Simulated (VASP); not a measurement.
Input for VASP

### POSCAR
```
CaS
1
    0.0000000000     3.1170969563     3.1170969563
    3.1170969563     0.0000000000     3.1170969563
    3.1170969563     3.1170969563     0.0000000000
Ca S
1 1
Direct
  0.0000000000   0.0000000000   0.0000000000
  0.2500000000   0.2500000000   0.2500000000
```

INCAR:
```
! general
SYSTEM  =  CaS
PREC    =  Accurate
ENCUT   =  500   ! plane-wave cut-off (eV)
LREAL   =  .False.
LASPH   =  .True.

! electronic loop
EDIFF   =  1E-6
NELM    =  100
ALGO    =  Normal   ! blocked Davidson

! smearing
ISMEAR  =  0   ! Gaussian
SIGMA   =  0.05   ! width (eV)

! functional
GGA     =  PS

! ions
IBRION  =  2   ! conjugate gradients
NSW     =  40
ISIF    =  3   ! ions, shape and volume
EDIFFG  =  -0.02   ! ionic stop

! output
LWAVE   =  .False.
LCHARG  =  .False.
```

### KPOINTS
```
Automatic mesh
0
Gamma
7 7 7
0 0 0
```

POTCAR, in this order: Ca_sv S (PBE.64 set). Program: vasp_std.

Problem. Write an equivalent input for Ansatz.

Solution. One equivalent input (not run):
Ansatz 0.2 input:
```yaml
crystal:
  lattice:
    - [0.0000000, 3.1170970, 3.1170970]
    - [3.1170970, 0.0000000, 3.1170970]
    - [3.1170970, 3.1170970, 0.0000000]
  atoms:
    - { symbol: Ca, position: [0.0000000, 0.0000000, 0.0000000] }
    - { symbol: S, position: [0.2500000, 0.2500000, 0.2500000] }
kpoints:
  mp_grid: { grid: [7, 7, 7] }
hamiltonian:
  xc: pbesol
  pseudopotentials: { kind: paw }
scf:
  occupations: { method: gaussian, width: 0.05 }
  max_iter: 100
relax:
  max_steps: 40
  f_tol: 0.02
  cell: {}
output: { forces: true, stress: true, eigenvalues: true }
```
Limits of the translation: each code has its own PAW files, so the cut-off isn't converted (ENCUT is set for VASP's; basis.ecutwfc is left out, and Ansatz then takes the one that its files recommend); Ansatz stops its SCF on the density residual and VASP on the energy change (EDIFF).

The structure was generated: CaS was put into the zinc blende type (F-43m), which need not be its known phase. It was relaxed first, which changed the volume by -11 %.
